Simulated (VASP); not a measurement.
Input of a VASP 6.6.1 run:

Contents of INCAR:

```
PREC = Accurate ; ENCUT = 520
EDIFF = 1E-7 ; ISMEAR = 0
SIGMA = 0.1 ; LREAL = F
LASPH = T ; NELM = 120
ALGO = Normal ; ISIF = 3
LWAVE = F ; LCHARG = F
GGA = PE ; IBRION = 2
NSW = 60 ; EDIFFG = -0.005
POTIM = 0.3
```

Contents of KPOINTS:

```
Automatic mesh
0
Gamma
  9 9 9
```

File POSCAR:

```
MgS                                     
1.0
    0.0000000000      2.6113759742      2.6113759742
    2.6113759742     -0.0000000000      2.6113759742
    2.6113759742      2.6113759742      0.0000000000
  Mg              S             
     1     1
Direct
     0.0000000000000000    0.0000000000000000    0.0000000000000000
     0.5000000000000000    0.5000000000000000    0.5000000000000000
```

Potentials or basis: VASP PAW PBE potentials, release 64 (Mg, S).

Run with:

```console
$ cat potpaw_PBE.64/Mg/POTCAR potpaw_PBE.64/S/POTCAR > POTCAR
$ mpirun -np 1 vasp_std > vasp.out
```

Question: What does it give for the band gap on the k mesh?

Answer: 2.88 eV, indirect (least direct gap 3.62 eV).

Final structure:
```cif
data_structure
_symmetry_space_group_name_H-M 'P 1'
_symmetry_Int_Tables_number 1
_cell_length_a 3.6930
_cell_length_b 3.6930
_cell_length_c 3.6930
_cell_angle_alpha 60.000
_cell_angle_beta 60.000
_cell_angle_gamma 60.000
_cell_volume 35.62
loop_
_atom_site_label
_atom_site_type_symbol
_atom_site_fract_x
_atom_site_fract_y
_atom_site_fract_z
_atom_site_occupancy
Mg1 Mg 0.00000 0.00000 0.00000 1
S1 S 0.50000 0.50000 0.50000 1
```

Caveat: the relaxation stopped at its first step, so nothing moved; an odd mesh through Γ misses points on the zone boundary, where band edges often lie.
